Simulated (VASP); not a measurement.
Input:

```xyz
1
Lattice="0.0000 2.0260 2.0260 2.0260 0.0000 2.0260 2.0260 2.0260 0.0000" Properties=species:S:1:pos:R:3 pbc="T T T"
Au     0.0000     0.0000     0.0000
```

Method: LDA (Ceperley-Alder, Perdew-Zunger) with spin-orbit coupling, VASP's LDA PAW potentials (set 64) (plane waves; VASP 6.6.1). Settings: 400 eV cut-off, 14×14×14 Γ-centred mesh, Gaussian smearing of 0.050 eV, potentials Au.

Question: Estimate the energy per atom (σ→0), pressure, band gap (over mesh and band path) with the smallest direct gap where there is one.

Answer: 
```yaml
band gap (over mesh and band path): none (metal, semimetal or under 0.01 eV)
energy per atom (σ→0): -4.744 eV/atom
pressure: -1.18 GPa
```

Total energies compare only between runs with the same potentials, cut-off and functional.

The compound is Au in the fcc structure. It was relaxed first.
